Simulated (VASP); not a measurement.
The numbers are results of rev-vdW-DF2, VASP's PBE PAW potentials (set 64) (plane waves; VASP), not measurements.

A VASP calculation is set up with these files.

File POSCAR:
```
InSb
1
    0.0000000000     3.2400000000     3.2400000000
    3.2400000000     0.0000000000     3.2400000000
    3.2400000000     3.2400000000     0.0000000000
In Sb
1 1
Direct
  0.0000000000   0.0000000000   0.0000000000
  0.2500000000   0.2500000000   0.2500000000
```

**KPOINTS**
```
K-points
0
gamma
 6 6 6
```

### INCAR
```
NELM = 100   # most electronic steps
ISMEAR = 0   # Gaussian
NSW = 60
AGGAC = 0.0
LUSE_VDW = .True.
ISIF = 3   # ions, shape and volume
ENCUT = 520   # plane-wave cut-off (eV)
PARAM2 = 0.7114
ZAB_VDW = -1.8867
SIGMA = 0.05   # width (eV)
LMAXMIX = 4
SYSTEM = InSb
PREC = Accurate
EDIFF = 1E-6   # SCF stop (eV)
LWAVE = .False.
IBRION = 2   # conjugate gradients
EDIFFG = -0.01   # ionic stop
LREAL = .False.
GGA = MK
LCHARG = .False.
LASPH = .True.   # aspherical one-centre terms
PARAM1 = 0.1234568
ALGO = Normal   # blocked Davidson
```

POTCAR, in this order: In_d Sb (PBE.64 set). Program: vasp_std.

Output

### OSZICAR
```
       N       E                     dE             d eps       ncg     rms          rms(c)
DAV:   1     0.116948722028E+03    0.11695E+03   -0.81393E+03   416   0.138E+03
DAV:   2     0.513302102471E+01   -0.11182E+03   -0.10872E+03   431   0.302E+02
DAV:   3    -0.224902039793E+01   -0.73820E+01   -0.72502E+01   546   0.861E+01
DAV:   4    -0.245578608345E+01   -0.20677E+00   -0.20668E+00   496   0.171E+01
DAV:   5    -0.246507097824E+01   -0.92849E-02   -0.92848E-02   606   0.298E+00    0.378E+00
DAV:   6    -0.235173487122E+01    0.11334E+00   -0.19807E-01   549   0.767E+00    0.217E+00
DAV:   7    -0.233183491991E+01    0.19900E-01   -0.81029E-02   537   0.301E+00    0.623E-01
DAV:   8    -0.233132191569E+01    0.51300E-03   -0.77231E-03   569   0.119E+00    0.300E-01
DAV:   9    -0.233155381139E+01   -0.23190E-03   -0.57755E-04   464   0.288E-01    0.848E-02
DAV:  10    -0.233157738242E+01   -0.23571E-04   -0.24666E-05   537   0.406E-02    0.337E-02
DAV:  11    -0.233158809287E+01   -0.10710E-04   -0.14636E-05   446   0.403E-02    0.144E-02
DAV:  12    -0.233158853894E+01   -0.44607E-06   -0.34252E-07   323   0.510E-03
   1 F= -.23315885E+01 E0= -.23314100E+01  d E =-.233159E+01
       N       E                     dE             d eps       ncg     rms          rms(c)
DAV:   1    -0.306807618229E+01   -0.73649E+00   -0.19992E+01   516   0.962E+01    0.480E+00
DAV:   2    -0.247075709867E+01    0.59732E+00   -0.12406E+00   506   0.240E+01    0.196E+00
DAV:   3    -0.235691314172E+01    0.11384E+00   -0.39709E-01   551   0.124E+01    0.633E-01
DAV:   4    -0.235446796504E+01    0.24452E-02   -0.13660E-02   451   0.134E+00    0.371E-01
DAV:   5    -0.235284525768E+01    0.16227E-02   -0.12243E-03   553   0.330E-01    0.222E-01
DAV:   6    -0.235252149911E+01    0.32376E-03   -0.39857E-04   444   0.251E-01    0.308E-02
DAV:   7    -0.235252220648E+01   -0.70737E-06   -0.54558E-05   539   0.137E-01    0.225E-02
DAV:   8    -0.235252237197E+01   -0.16549E-06   -0.11992E-05   491   0.583E-02    0.291E-03
DAV:   9    -0.235252258391E+01   -0.21195E-06   -0.39521E-07   223   0.511E-03
   2 F= -.23525226E+01 E0= -.23523440E+01  d E =-.209340E-01
       N       E                     dE             d eps       ncg     rms          rms(c)
DAV:   1    -0.240162163385E+01   -0.49099E-01   -0.11734E+00   521   0.210E+01    0.132E+00
DAV:   2    -0.236143871376E+01    0.40183E-01   -0.92439E-02   501   0.687E+00    0.470E-01
DAV:   3    -0.235514062109E+01    0.62981E-02   -0.19482E-02   546   0.277E+00    0.223E-01
DAV:   4    -0.235499198331E+01    0.14864E-03   -0.63945E-04   416   0.241E-01    0.138E-01
DAV:   5    -0.235490981898E+01    0.82164E-04   -0.88746E-05   500   0.928E-02    0.596E-02
DAV:   6    -0.235490642077E+01    0.33982E-05   -0.23422E-05   631   0.513E-02    0.103E-02
DAV:   7    -0.235490579055E+01    0.63022E-06   -0.13255E-06   253   0.209E-02
   3 F= -.23549058E+01 E0= -.23547272E+01  d E =-.233173E-01
```

OUTCAR:
```
------------------------ aborting loop because EDIFF is reached ----------------------------------------
  FORCE on cell =-STRESS in cart. coord.  units (eV):
  Direction    XX          YY          ZZ          XY          YZ          ZX
  --------------------------------------------------------------------------------------
  Total       -0.0065717     -0.0065717     -0.0065717      0.0000000      0.0000000      0.0000000
  in kB       -0.1471543     -0.1471543     -0.1471543      0.0000000      0.0000000      0.0000000
  external PRESSURE =      -0.1471543 kB  Pullay stress =       0.0000000 kB
  volume of cell :       71.55
      direct lattice vectors                 reciprocal lattice vectors
     0.000000000  3.295048127  3.295048127    -0.151742852  0.151742852  0.151742852
     3.295048127  0.000000000  3.295048127     0.151742852 -0.151742852  0.151742852
     3.295048127  3.295048127  0.000000000     0.151742852  0.151742852 -0.151742852
  FREE ENERGIE OF THE ION-ELECTRON SYSTEM (eV)
  ---------------------------------------------------
  free  energy   TOTEN  =        -2.3549057906 eV

  energy  without entropy=       -2.3545487018  energy(sigma->0) =       -2.35472725

 reached required accuracy - stopping structural energy minimisation
```
(Selected blocks of OUTCAR.)

CONTCAR:
```
InSb
   1.00000000000000
     0.0000000000000000    3.2950481274422496    3.2950481274422496
     3.2950481274422496    0.0000000000000000    3.2950481274422496
     3.2950481274422496    3.2950481274422496    0.0000000000000000
  In              Sb
     1     1
Direct
     0.0000000000000000    0.0000000000000000    0.0000000000000000
     0.2500000000000000    0.2500000000000000    0.2500000000000000
```

Energy and stress use the plane-wave basis of the starting cell.

The compound is InSb in the zinc blende structure. This run relaxes it. Symmetry was kept, so distortions that lower it aren't found.
